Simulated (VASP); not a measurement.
Consider the following.

```xyz
3
Lattice="0.0000 2.7086 2.7086 2.7086 0.0000 2.7086 2.7086 2.7086 0.0000" Properties=species:S:1:pos:R:3 pbc="T T T"
Co     0.0000     0.0000     0.0000
Si     1.3543     1.3543     1.3543
Si     4.0629     4.0629     4.0629
```

All values below come from r2SCAN meta-GGA, VASP's PBE PAW potentials (set 64) (plane waves; VASP). Settings: 520 eV cut-off, 10×10×10 Γ-centred mesh, first-order Methfessel-Paxton smearing of 0.10 eV, potentials Co Si.

Give the stress tensor in GPa (positive for a compressed cell).

```
-10.06    0.00    0.00
  0.00  -10.06    0.00
  0.00    0.00  -10.06
```
The pressure is its mean diagonal, -10.06 GPa.

The compound is CoSi2 in the fluorite structure. This cell is one point of a volume scan, at 1.06 of the reference volume. The run is not spin-polarised, so no magnetic state was tried. The electron count is odd and the run is not spin-polarised, which forces a metal.
